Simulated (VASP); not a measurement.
VASP runs on Ni3Al (L1_2) share one base input (PBE GGA, plane waves, VASP's PBE PAW potentials (set 64)) and change the settings named in each case.

POSCAR:
```
Ni3Al
1
    3.5700000000     0.0000000000     0.0000000000
    0.0000000000     3.5700000000     0.0000000000
    0.0000000000     0.0000000000     3.5700000000
Al Ni
1 3
Direct
  0.0000000000   0.0000000000   0.0000000000
  0.0000000000   0.5000000000   0.5000000000
  0.5000000000   0.0000000000   0.5000000000
  0.5000000000   0.5000000000   0.0000000000
```

**INCAR**
```
LMAXMIX=4   ! l cut-off of mixed one-centre charges
ALGO=Normal   ! blocked Davidson
ISIF=2   ! forces and stress, cell fixed
LASPH=.True.
PREC=Accurate
ISPIN=2   ! spin-polarised
LCHARG=.False.
ENCUT=400
EDIFF=1E-6
LWAVE=.False.
GGA=PE   ! PBE
SYSTEM=Ni3Al
MAGMOM=0.0 3*0.5
LORBIT=10
NELM=100   ! most electronic steps
SIGMA=0.1   ! width (eV)
LREAL=.False.   ! projection in real space or not
ISMEAR=1   ! Methfessel-Paxton
```

KPOINTS:
```
kpoints
0
G
  8 8 8
0 0 0
```

POTCAR, in this order: Al Ni (PBE.64 set). Program: vasp_std.

| change | electronic steps |
|---|---|
| base run | 14 |
| AMIX = 0.2, BMIX = 1.0, IMIX = 1 | 31 |
| AMIX = 0.05, BMIX = 3.0, IMIX = 4 | 22 |
| AMIX = 0.1, BMIX = 3.0, IMIX = 1 | 91 |
| AMIX = 0.6, BMIX = 1.0, IMIX = 1 (crashed) | 31 |
| AMIX = 0.6, BMIX = 0.0001, IMIX = 4 | 16 |

Left out are runs that ran out of time, are held back, or changed the cell or the kind of run, fixed moments of cells without a moment, rows past the twelfth, gaps on odd meshes, pressures of charged cells and columns that move by less than the noise.

The compound is Ni3Al in the L1_2 structure. The cell was not relaxed at this level. The spin order is the one that the start imposed; others were not tried in this run.
